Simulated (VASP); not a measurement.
Method: rev-vdW-DF2, VASP's PBE PAW potentials (set 64) (plane waves; VASP).

Input for VASP

POSCAR:
```
Ho
1
    1.7458833486    -3.0239587164     0.0000000000
    1.7458833486     3.0239587164     0.0000000000
    0.0000000000     0.0000000000     5.3648712375
Ho
2
Direct
  0.3333330000   0.6666670000   0.2500000000
  0.6666670000   0.3333330000   0.7500000000
```

INCAR:
```
SYSTEM = Ho
PREC = Accurate
ENCUT = 520
EDIFF = 1E-7
NELM = 100
ALGO = Normal
LREAL = .FALSE.
LASPH = .TRUE.
ISMEAR = 1
SIGMA = 0.1
GGA = MK
PARAM1 = 0.1234568
PARAM2 = 0.7114
ZAB_VDW = -1.8867
LUSE_VDW = .TRUE.
AGGAC = 0.0
LMAXMIX = 6
LWAVE = .FALSE.
LCHARG = .FALSE.
ISIF = 4
IBRION = 2
NSW = 30
EDIFFG = -0.01
```

KPOINTS:
```
Regular mesh
0
Gamma
 12 12 7
0 0 0
```

POTCAR, in this order: Ho_3 (PBE.64 set). Program: vasp_std.

The 4f electrons are frozen in the core of the lanthanide potential, so 4f levels, which can set the real gap, and their magnetism are missing.

Q: Predict the energy per atom (σ→0), band gap (on the k-mesh).

A: 
| Quantity | Value |
|---|---|
| energy per atom (σ→0) | -2.258 eV/atom |
| band gap (on the k-mesh) | none (metal, semimetal or under 0.01 eV) |

### OSZICAR
```
...
       N       E                     dE             d eps       ncg     rms          rms(c)
DAV:   1    -0.451913432231E+01   -0.30429E-02   -0.12933E-01  2927   0.330E+00    0.238E-01
DAV:   2    -0.451742279588E+01    0.17115E-02   -0.35270E-03  3145   0.719E-01    0.150E-01
DAV:   3    -0.451663526931E+01    0.78753E-03   -0.98590E-04  3472   0.297E-01    0.788E-02
DAV:   4    -0.451663804384E+01   -0.27745E-05   -0.12397E-04  2988   0.907E-02    0.344E-02
DAV:   5    -0.451663818134E+01   -0.13749E-06   -0.62456E-06  3702   0.297E-02    0.457E-03
DAV:   6    -0.451663809241E+01    0.88924E-07   -0.18346E-07  2170   0.409E-03
   3 F= -.45166381E+01 E0= -.45164621E+01  d E =-.397476E-02
```

The compound is Ho in the hcp structure. This cell is one point of a volume scan, at 0.94 of the reference volume. Symmetry was kept, so distortions that lower it aren't found.
